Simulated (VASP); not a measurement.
Data:

```
CELL_PARAMETERS angstrom
      2.78117     0.00000     0.00000
      0.00000     2.78117     0.00000
      0.00000     0.00000     2.78117
ATOMIC_POSITIONS crystal
  Pt 0.00000 0.00000 0.00000
  B  0.50000 0.50000 0.50000
```

All values below come from PBEsol GGA, VASP's PBE PAW potentials (set 64) (plane waves; VASP). Run with 600 eV cut-off, 12×12×12 Γ-centred mesh, first-order Methfessel-Paxton smearing of 0.10 eV, potentials Pt B.

Stress in GPa, positive for a compressed cell; the cube axes lie along x, y and z, and the ions stay on their sites.

```tsv
strain	σxx	σyy	σzz
none	0.05	0.05	0.05
εzz = -1.5 %	4.51	4.51	4.73
εxx = +0.5 %, εyy = +0.5 %, εzz = +0.5 %	-4.13	-4.13	-4.13
```

Fit C11 and C12 to these rows, and predict the stress for εxx = +2.0 %, εyy = +2.0 %.

Least squares on Δσ_i = −C11 ε_i − C12 (ε_j + ε_k) over all components shown gives C11 = 300 GPa and C12 = 286 GPa, and so σxx, σyy, σzz = -11.67, -11.67, -11.37 GPa. The run gave -10.69, -10.69, -9.88 GPa; the difference holds the non-linear terms and numerical noise.

Left out are shears, moved atoms, failed runs and, from the fit, strains over 2.5 %.

The structure was generated: BPt was put into the CsCl type (Pm-3m), which need not be its known phase. The electron count is odd and the run is not spin-polarised, which forces a metal.
